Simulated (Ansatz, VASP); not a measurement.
# WS2 (Tungstenite) in two plane-wave programs

Wanted: the spread between two codes on one cell, functional and k mesh. The cell is taken from a series of runs on this material, whose earlier steps may have relaxed, scaled, displaced or heated it; both programs get it as it stands.

Program: Ansatz 0.2.0. Level of theory: plane waves, with VASP 6.6.1 beside it; G0W0 gap at PBE. Results are calculated unless marked as measured.

**1. Set-up**

It takes space group P6_3/mmc (No. 194, hexagonal). The conventional cell has a = 3.154 Å, b = 3.154 Å, c = 12.145 Å, α = 90.00°, β = 90.00°, γ = 120.00°. W has 6 S at 2.41 Å nearest. S has 3 W at 2.41 Å nearest. Farther neighbours and most contacts between anions are not listed.

Structure file:

```cif
data_structure
_symmetry_space_group_name_H-M 'P 1'
_symmetry_Int_Tables_number 1
_cell_length_a 3.1538
_cell_length_b 3.1538
_cell_length_c 12.1447
_cell_angle_alpha 90.000
_cell_angle_beta 90.000
_cell_angle_gamma 120.000
_cell_volume 104.61
loop_
_atom_site_label
_atom_site_type_symbol
_atom_site_fract_x
_atom_site_fract_y
_atom_site_fract_z
_atom_site_occupancy
W1 W 0.33333 0.66667 0.25000 1
W2 W 0.66667 0.33333 0.75000 1
S3 S 0.33333 0.66667 0.62032 1
S4 S 0.66667 0.33333 0.12032 1
S5 S 0.33333 0.66667 0.87968 1
S6 S 0.66667 0.33333 0.37968 1
```

**2. VASP: G0W0 gap, PBE**

Quasiparticle shifts depend on high empty states and on the cores, so they are the hardest test of two PAW sets.

Lines of VASP's logs that name or quote its potential files are left out, and so is its time.

The run reads the wave functions of an earlier VASP run, which isn't shown here.

INCAR reads:

```
SYSTEM = WS2
PREC = Accurate
ENCUT = 340
ISMEAR = 0
SIGMA = 0.01
LREAL = .FALSE.
GGA = PE
NBANDS = 416
LASPH = .TRUE.
ALGO = EVGW0
NELMGW = 1
ENCUTGW = 138
NOMEGA = 64
PRECFOCK = Fast
NBANDSGW = 40
LWAVE = .FALSE.
LCHARG = .FALSE.
```

POSCAR reads:

```
WS2
1.0
    3.1537707027      0.0000000000      0.0000000000
   -1.5768853514      2.7312455463      0.0000000000
    0.0000000000      0.0000000000     12.1446516348
W S
2 4
Direct
    0.3333333333      0.6666666667      0.2500000000
    0.6666666667      0.3333333333      0.7500000000
    0.3333333333      0.6666666667      0.6203178363
    0.6666666667      0.3333333333      0.1203178363
    0.3333333333      0.6666666667      0.8796821637
    0.6666666667      0.3333333333      0.3796821637
```

KPOINTS reads:

```
Automatic mesh
0
Gamma
6 6 2
0 0 0
```

PAW data sets: W_sv_GW and S_GW (PBE family, release 64).

The run is started by

```bash
$ mpirun -np 8 vasp_std
```

Numbers of over 12 decimals in the logs are rounded to 6 here.

The log of the run:

```text
[banner, memory and clock lines left out]
running    8 mpi-ranks, on    1 nodes
 distrk:  each k-point on    8 cores,    1 groups
 distr:  one band on    1 cores,    8 groups

 POSCAR found type information on POSCAR W S
 POSCAR found :  2 types and       6 ions
|                                                                             |
|           W    W    AA    RRRRR   N    N  II  N    N   GGGG   !!!           |
|           W    W   A  A   R    R  NN   N  II  NN   N  G    G  !!!           |
|           W    W  A    A  R    R  N N  N  II  N N  N  G       !!!           |
|           W WW W  AAAAAA  RRRRR   N  N N  II  N  N N  G  GGG   !            |
|           WW  WW  A    A  R   R   N   NN  II  N   NN  G    G                |
|           W    W  A    A  R    R  N    N  II  N    N   GGGG   !!!           |
|                                                                             |
|     For optimal performance we recommend to set                             |
|       NCORE = 2 up to number-of-cores-per-socket                            |
|     NCORE specifies how many cores store one orbital (NPAR=cpu/NCORE).      |
|     This setting can greatly improve the performance of VASP for DFT.       |
|     The default, NCORE=1 might be grossly inefficient on modern             |
|     multi-core architectures or massively parallel machines. Do your        |
|     Unfortunately you need to use the default for GW and RPA                |
|     calculations (for HF NCORE is supported but not extensively tested      |
|     yet).                                                                   |
|                                                                             |

|                                                                             |
|           W    W    AA    RRRRR   N    N  II  N    N   GGGG   !!!           |
|           W    W   A  A   R    R  NN   N  II  NN   N  G    G  !!!           |
|           W    W  A    A  R    R  N N  N  II  N N  N  G       !!!           |
|           W WW W  AAAAAA  RRRRR   N  N N  II  N  N N  G  GGG   !            |
|           WW  WW  A    A  R   R   N   NN  II  N   NN  G    G                |
|           W    W  A    A  R    R  N    N  II  N    N   GGGG   !!!           |
|                                                                             |
|     The default for ENCUTGWSOFT is different in this version of VASP.       |
|     please manually set ENCUTGWSOFT =138 in the INCAR file.                 |
|                                                                             |

 LDA part: xc-table for (Slater+PW92), standard interpolation
 found WAVECAR, reading the header
 POSCAR, INCAR and KPOINTS ok, starting setup
 FFT: planning ... GRIDC
 FFT: planning ... GRID_SOFT
 FFT: planning ... GRID
 reading WAVECAR
 the WAVECAR file was read successfully
 initial charge from wavefunction
 available memory per node:     67.41 GB, setting MAXMEM to     69028

 The Fermi energy was updated, please check that it is located mid-gap
 values below the HOMO (VB) or above the LUMO (CB) will cause erroneous energies
 E-fermi :   8.5674

 calculate exact exchange contribution
 the WAVEDER file was read successfully
|                                                                             |
|           W    W    AA    RRRRR   N    N  II  N    N   GGGG   !!!           |
|           W    W   A  A   R    R  NN   N  II  NN   N  G    G  !!!           |
|           W    W  A    A  R    R  N N  N  II  N N  N  G       !!!           |
|           W WW W  AAAAAA  RRRRR   N  N N  II  N  N N  G  GGG   !            |
|           WW  WW  A    A  R   R   N   NN  II  N   NN  G    G                |
|           W    W  A    A  R    R  N    N  II  N    N   GGGG   !!!           |
|                                                                             |
|     Automatic setting of frequency mesh for GW failed. Frequency mesh       |
|     properly not suitable for determining QP energies. Consider             |
|     increasing number of kpoints.                                           |
|                                                                             |

energies w=
    0.000    0.000    0.817    0.000    1.632    0.000    2.443    0.000
    3.249    0.000    4.049    0.000    4.840    0.000    5.623    0.000
    6.396    0.000    7.159    0.000    7.911    0.000    8.653    0.000
    9.385    0.000   10.108    0.000   10.821    0.000   11.526    0.000
   12.223    0.000   12.914    0.000   13.600    0.000   14.282    0.000
   14.960    0.000   15.638    0.000   16.315    0.000   16.993    0.000
   17.675    0.000   18.361    0.000   19.054    0.000   19.755    0.000
   20.467    0.000   21.192    0.000   21.931    0.000   22.688    0.000
   23.466    0.000   24.267    0.000   25.096    0.000   25.955    0.000
   26.849    0.000   27.784    0.000   28.764    0.000   29.796    0.000
   30.887    0.000   32.047    0.000   33.283    0.000   34.608    0.000
   36.036    0.000   37.583    0.000   39.267    0.000   41.113    0.000
   43.149    0.000   45.411    0.000   47.943    0.000   50.802    0.000
   54.058    0.000   57.806    0.000   62.170    0.000   67.321    0.000
   73.494    0.000   81.027    0.000   90.424    0.000  102.466    0.000
  118.439    0.000  140.614    0.000  173.418    0.000  226.787    0.000
 responsefunction array rank=     416
 LDA part: xc-table for (Slater+PW92), standard interpolation

 min. memory requirement per mpi rank    474.9 MB, per node   3799.1 MB

 allocating   8 responsefunctions rank=   416
 shmem allocating  64 responsefunctions rank=   416
 response function shared by NCSHMEM nodes    1
 Doing            8  frequencies on each core in blocks of           64
NQ=   1    0.0000    0.0000    0.0000,
|.........|.........|.........|.........|.........|.........|.........|.........
 performed       1926000 updates of chi_q(r,r)
 total number of BLAS operations       1791.73 Gflops
NQ=   2    0.1667   -0.0000    0.0000,
|.........|.........|.........|.........|.........|.........|.........|.........
 performed       5382000 updates of chi_q(r,r)
 total number of BLAS operations       5680.81 Gflops
NQ=   3    0.3333   -0.0000    0.0000,
|.........|.........|.........|.........|.........|.........|.........|.........
 performed       8838000 updates of chi_q(r,r)
 total number of BLAS operations       9822.78 Gflops
NQ=   4    0.5000   -0.0000    0.0000,
|.........|.........|.........|.........|.........|.........|.........|.........
 performed      11429000 updates of chi_q(r,r)
 total number of BLAS operations      13041.35 Gflops
NQ=   5    0.1667    0.1667    0.0000,
|.........|.........|.........|.........|.........|.........|.........|.........
 performed      14885000 updates of chi_q(r,r)
 total number of BLAS operations      17183.32 Gflops
NQ=   6    0.3333    0.1667    0.0000,
|.........|.........|.........|.........|.........|.........|.........|.........
 performed      18741000 updates of chi_q(r,r)
 total number of BLAS operations      21899.78 Gflops
NQ=   7    0.3333    0.3333    0.0000,
|.........|.........|.........|.........|.........|.........|.........|.........
 performed      20999000 updates of chi_q(r,r)
 total number of BLAS operations      24952.36 Gflops
NQ=   8    0.0000    0.0000    0.5000,
|.........|.........|.........|.........|.........|.........|.........|.........
 performed      22925000 updates of chi_q(r,r)
 total number of BLAS operations      26818.41 Gflops
NQ=   9    0.1667   -0.0000    0.5000,
|.........|.........|.........|.........|.........|.........|.........|.........
 performed      26381000 updates of chi_q(r,r)
 total number of BLAS operations      30728.26 Gflops
NQ=  10    0.3333   -0.0000    0.5000,
|.........|.........|.........|.........|.........|.........|.........|.........
 performed      29837000 updates of chi_q(r,r)
 total number of BLAS operations      34763.88 Gflops
NQ=  11    0.5000   -0.0000    0.5000,
|.........|.........|.........|.........|.........|.........|.........|.........
 performed      32428000 updates of chi_q(r,r)
 total number of BLAS operations      37821.15 Gflops
NQ=  12    0.1667    0.1667    0.5000,
|.........|.........|.........|.........|.........|.........|.........|.........
 performed      35884000 updates of chi_q(r,r)
 total number of BLAS operations      41941.74 Gflops
NQ=  13    0.3333    0.1667    0.5000,
|.........|.........|.........|.........|.........|.........|.........|.........
 performed      39740000 updates of chi_q(r,r)
 total number of BLAS operations      46586.11 Gflops
NQ=  14    0.3333    0.3333    0.5000,
|.........|.........|.........|.........|.........|.........|.........|.........
 performed      41998000 updates of chi_q(r,r)
 total number of BLAS operations      49250.79 Gflops
 resolving degeneracies of screened two electron integrals

 calculate QP shifts <psi_nk| G(iteration)W_0 |psi_nk>: iteration 1
 entering main loop
```

OUTCAR, selected parts (step 2):

```text
ion  position               nearest neighbor table
   1  0.333  0.667  0.250-   4 2.41   6 2.41   4 2.41   6 2.41   4 2.41   6 2.41
   2  0.667  0.333  0.750-   3 2.41   5 2.41   3 2.41   5 2.41   3 2.41   5 2.41
   3  0.333  0.667  0.620-   2 2.41   2 2.41   2 2.41
   4  0.667  0.333  0.120-   1 2.41   1 2.41   1 2.41
   5  0.333  0.667  0.880-   2 2.41   2 2.41   2 2.41
   6  0.667  0.333  0.380-   1 2.41   1 2.41   1 2.41

  LATTYP: Found a hexagonal cell.
 ALAT       =     3.1537707027
 C/A-ratio  =     3.8508353269

 Subroutine GETGRP returns: Found 24 space group operations
 (whereof 12 operations were pure point group operations)

The static configuration has the point symmetry D_3d.
 The point group associated with its full space group is D_6h.

 Found     14 irreducible k-points:

   k-points           NKPTS =     14   k-points in BZ     NKDIM =     72   number of bands    NBANDS=    416

   dimension x,y,z NGX =    20 NGY =   20 NGZ =   80
   dimension x,y,z NGXF=    40 NGYF=   40 NGZF=  160

   ENCUT  =  340.0 eV  24.99 Ry    5.00 a.u.   4.74  4.74 18.26*2*pi/ulx,y,z

   NELECT =      52.0000    total number of electrons

  energy-cutoff  :      340.00
  volume of cell :      104.61
      direct lattice vectors                 reciprocal lattice vectors
     3.153770703  0.000000000  0.000000000     0.317080756  0.183066660  0.000000000
    -1.576885351  2.731245546  0.000000000     0.000000000  0.366133320  0.000000000
     0.000000000  0.000000000 12.144651635     0.000000000  0.000000000  0.082340773

 k-points in reciprocal lattice and weights: Automatic mesh
   0.00000000  0.00000000  0.00000000       0.014
   0.16666667 -0.00000000  0.00000000       0.083
   0.33333333 -0.00000000  0.00000000       0.083
   0.50000000 -0.00000000  0.00000000       0.042
   0.16666667  0.16666667  0.00000000       0.083
   0.33333333  0.16666667  0.00000000       0.167
   0.33333333  0.33333333  0.00000000       0.028
   0.00000000  0.00000000  0.50000000       0.014
   0.16666667 -0.00000000  0.50000000       0.083
[...]
0.33333333  0.16666667  0.50000000       0.167
   0.33333333  0.33333333  0.50000000       0.028

 E-fermi :   8.5674

 QP shifts <psi_nk| G(iteration)W_0 |psi_nk>: iteration 1
 for sc-GW calculations column KS-energies equals QP-energies in previous step
 and V_xc(KS)=  KS-energies - (<T + V_ion + V_H > + <T+V_H+V_ion>^1  + <V_x>^1)
 k-point   1 :       0.0000    0.0000    0.0000
  band No.  KS-energies  QP-energies   sigma(KS)   V_xc(KS)     V^pw_x(r,r')   Z            occupation Imag(sigma)
    ...
     23       5.9041       5.5462     -15.6992     -15.2303     -17.1566       0.7634       2.0000       0.1974
     24       6.6989       6.1756     -14.5412     -13.8573     -16.3294       0.7652       2.0000       0.2087
     25       6.8249       6.5320     -14.5435     -14.1616     -15.4626       0.7669       2.0000       0.1691
     26       8.1213       7.9181     -15.5191     -15.2537     -15.9139       0.7655       2.0000       0.1011
     27      10.3717      10.7977     -14.4185     -14.9738     -10.3246       0.7671       0.0000      -0.2510
     28      10.3717      10.7977     -14.4185     -14.9738     -10.3246       0.7671       0.0000      -0.2510
     29      10.3846      10.8021     -14.3192     -14.8631     -10.2110       0.7676       0.0000      -0.2518
     30      10.3846      10.8021     -14.3192     -14.8631     -10.2110       0.7676       0.0000      -0.2518
    ...

 k-point   2 :       0.1667   -0.0000    0.0000
  band No.  KS-energies  QP-energies   sigma(KS)   V_xc(KS)     V^pw_x(r,r')   Z            occupation Imag(sigma)
    ...
     23       5.7499       5.2366     -14.4716     -13.7995     -16.3856       0.7637       2.0000       0.2327
     24       6.6664       6.1574     -14.5196     -13.8530     -16.3211       0.7637       2.0000       0.2081
     25       6.8039       6.5246     -14.8585     -14.4934     -15.8503       0.7649       2.0000       0.1717
     26       7.2246       6.9687     -15.0938     -14.7595     -15.8955       0.7655       2.0000       0.1454
     27       9.6401       9.9322     -13.9530     -14.3331     -10.1550       0.7687       0.0000      -0.2265
     28      10.0355      10.3756     -14.4350     -14.8804     -10.6077       0.7635       0.0000      -0.2427
     29      10.2312      10.6610     -14.3449     -14.9001     -10.1262       0.7741       0.0000      -0.2510
     30      10.3217      10.6824     -14.6797     -15.1538     -10.6881       0.7607       0.0000      -0.2653
    ...

 k-point   3 :       0.3333   -0.0000    0.0000
  band No.  KS-energies  QP-energies   sigma(KS)   V_xc(KS)     V^pw_x(r,r')   Z            occupation Imag(sigma)
    ...
     23       5.8014       5.3357     -14.8857     -14.2741     -16.8003       0.7614       2.0000       0.2342
     24       5.9603       5.5152     -15.0466     -14.4632     -16.8683       0.7630       2.0000       0.2231
     25       6.0087       5.6651     -14.3411     -13.8932     -15.6570       0.7673       2.0000       0.2157
     26       6.3420       6.0204     -14.7160     -14.2964     -15.9687       0.7664       2.0000       0.1985
     27       9.7179      10.0415     -14.2348     -14.6556     -10.2352       0.7689       0.0000      -0.2436
     28       9.9683      10.3770     -15.2726     -15.8095     -11.1483       0.7612       0.0000      -0.2620
     29      10.1643      10.5811     -15.4263     -15.9751     -11.2275       0.7595       0.0000      -0.2749
     30      10.5351      10.9186     -14.8007     -15.3039     -10.5345       0.7621       0.0000      -0.2931
    ...

 k-point   4 :       0.5000   -0.0000    0.0000
  band No.  KS-energies  QP-energies   sigma(KS)   V_xc(KS)     V^pw_x(r,r')   Z            occupation Imag(sigma)
    ...
     23       6.0844       5.5874     -14.5479     -13.8978     -16.4212       0.7645       2.0000       0.2211
     24       6.3352       5.8594     -14.7563     -14.1355     -16.5297       0.7664       2.0000       0.2079
     25       6.3396       5.8963     -13.9015     -13.3284     -15.3022       0.7736       2.0000       0.1976
     26       6.5585       6.1848     -14.4105     -13.9253     -15.6775       0.7703       2.0000       0.1864
     27      10.3929      10.8753     -16.2729     -16.9119     -11.7514       0.7549       0.0000      -0.3090
     28      10.4452      10.9275     -16.2919     -16.9317     -11.7396       0.7540       0.0000      -0.3140
     29      10.6508      11.0444     -14.9101     -15.4271     -10.4138       0.7613       0.0000      -0.3181
     30      10.9853      11.4278     -15.8758     -16.4614     -11.1772       0.7556       0.0000      -0.3556
    ...

[... 4 further parts left out ...]
```

(Continued in part 2 of 2.)

[Lines on the potential files, build, host, timing and source positions are cut from VASP's logs without a mark.]

[Logs are printed without paths, hosts, clocks, repeated set-up lines and the standing remarks that a program may print on its own settings, such as how far it seeks lower states.]

[Hosts, paths, dates, database ids (printed as entryN), source tags and the programs' standing remarks are cut or masked in the printed files.]
